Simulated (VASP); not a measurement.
Data:

```xyz
2
Lattice="1.7178 0.9918 2.9400 -1.7178 0.9918 2.9400 0.0000 -1.9836 2.9400" Properties=species:S:1:pos:R:3 pbc="T T T"
Ga     0.0000     0.0000     6.7244
P      0.0000     0.0000     2.0957
```

The numbers are results of PBE GGA, VASP's PBE PAW potentials (set 64) (plane waves; VASP 6.6.1), not measurements. Settings: 300 eV cut-off, 9×9×9 Γ-centred mesh, Fermi-Dirac smearing of 0.050 eV, potentials Ga_d P.

At this cut-off the stress carries a Pulay error, which pulls relaxed volumes low.

Question: What does the run give for the energy per atom (σ→0), pressure, band gap (on the k-mesh) with the smallest direct gap where there is one?

Answer: 
* **band gap (on the k-mesh)**: none (metal, semimetal or under 0.01 eV)
* **energy per atom (σ→0)**: -4.010 eV/atom
* **pressure**: 18.53 GPa

The structure was generated: GaP was put into an ordered model structure, which need not be its known phase. The cell was not relaxed at this level.
